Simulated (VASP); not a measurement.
Calculation: PBE GGA with D3 dispersion (zero damping), VASP's PBE PAW potentials (set 64) (plane waves; VASP).

The input files of a VASP run:

POSCAR:
```
NaI
1
    0.0000000000     3.2058833285     3.2058833285
    3.2058833285     0.0000000000     3.2058833285
    3.2058833285     3.2058833285    -0.0000000000
Na I
1 1
Direct
  0.0000000000   0.0000000000   0.0000000000
  0.5000000000   0.5000000000   0.5000000000
```

### KPOINTS
```
Automatic mesh
0
Gamma
7 7 7
0 0 0
```

### INCAR
```
# general
SYSTEM  = NaI
PREC    = Accurate
ENCUT   = 520   # plane-wave cut-off (eV)
LREAL   = F   # projection in real space or not
LASPH   = T   # aspherical one-centre terms

# electronic loop
EDIFF   = 1E-6
NELM    = 100   # most electronic steps
ALGO    = Normal
LMAXMIX = 4

# smearing
ISMEAR  = 0   # Gaussian
SIGMA   = 0.05

# functional
GGA     = PE   # PBE
IVDW    = 11

# ions
IBRION  = 2   # conjugate gradients
NSW     = 60
ISIF    = 3
EDIFFG  = -0.01   # ionic stop

# output
LWAVE   = F
LCHARG  = F
```

POTCAR, in this order: Na_pv I (PBE.64 set). Program: vasp_std.

Output

**OUTCAR**
```
 ion  position               nearest neighbor table
   1  0.000  0.000  0.000-
   2  0.500  0.500  0.500-
  LATTYP: Found a face centered cubic cell.
 ALAT       =     6.4117666570
 Subroutine PRICEL returns:
 Original cell was already a primitive cell.
 Subroutine GETGRP returns: Found 48 space group operations
The static configuration has the point symmetry O_h .
The dynamic configuration has the point symmetry O_h .
 Subroutine INISYM returns: Found 48 space group operations
 Subroutine IBZKPT returns following result:
 Found     20 irreducible k-points:

 Following reciprocal coordinates:
            Coordinates               Weight
  0.000000  0.000000  0.000000      1.000000
  0.142857  0.000000  0.000000      8.000000
  0.285714  0.000000  0.000000      8.000000
  0.428571  0.000000  0.000000      8.000000
  0.142857  0.142857  0.000000      6.000000
  0.285714  0.142857  0.000000     24.000000
  0.428571  0.142857  0.000000     24.000000
 -0.428571  0.142857  0.000000     24.000000
 -0.285714  0.142857  0.000000     24.000000
...
```

File OSZICAR:
```
       N       E                     dE             d eps       ncg     rms          rms(c)
DAV:   1     0.807631868439E+02    0.80763E+02   -0.68732E+03   440   0.116E+03
DAV:   2     0.117339763948E+01   -0.79590E+02   -0.75136E+02   459   0.234E+02
DAV:   3    -0.524848476594E+01   -0.64219E+01   -0.63871E+01   539   0.709E+01
DAV:   4    -0.543471453765E+01   -0.18623E+00   -0.18609E+00   528   0.126E+01
DAV:   5    -0.544068225300E+01   -0.59677E-02   -0.59676E-02   536   0.228E+00    0.167E+00
DAV:   6    -0.538316163358E+01    0.57521E-01   -0.80599E-02   503   0.191E+00    0.114E+00
DAV:   7    -0.537493094730E+01    0.82307E-02   -0.71027E-02   500   0.167E+00    0.584E-01
DAV:   8    -0.537685458741E+01   -0.19236E-02   -0.49805E-03   461   0.696E-01    0.157E-01
DAV:   9    -0.537682125203E+01    0.33335E-04   -0.15304E-04   509   0.140E-01    0.409E-02
DAV:  10    -0.537683390017E+01   -0.12648E-04   -0.38899E-05   500   0.788E-02    0.719E-03
DAV:  11    -0.537683414204E+01   -0.24188E-06   -0.45004E-06   482   0.249E-02
   1 F= -.58434348E+01 E0= -.58434348E+01  d E =-.584343E+01
```

**OUTCAR**
```
------------------------ aborting loop because EDIFF is reached ----------------------------------------
 Edisp (eV)   -0.46660
  FORCE on cell =-STRESS in cart. coord.  units (eV):
  Direction    XX          YY          ZZ          XY          YZ          ZX
  --------------------------------------------------------------------------------------
  Total      -0.00325    -0.00325    -0.00325     0.00000     0.00000    -0.00000
  in kB      -0.07901    -0.07901    -0.07901     0.00000     0.00000    -0.00000
  external pressure =       -0.08 kB  Pullay stress =        0.00 kB
  volume of cell :       65.90
      direct lattice vectors                 reciprocal lattice vectors
     0.000000000  3.205883329  3.205883329    -0.155963255  0.155963255  0.155963255
     3.205883329  0.000000000  3.205883329     0.155963255 -0.155963255  0.155963255
     3.205883329  3.205883329  0.000000000     0.155963255  0.155963255 -0.155963255
  FREE ENERGIE OF THE ION-ELECTRON SYSTEM (eV)
  ---------------------------------------------------
  free  energy   TOTEN  =        -5.8434348409 eV

  energy  without entropy=       -5.8434348409  energy(sigma->0) =       -5.84343484

 reached required accuracy - stopping structural energy minimisation
```
(Selected blocks of OUTCAR.)

The compound is NaI in the rock salt structure. It was relaxed first. The start is the result of an earlier pass.
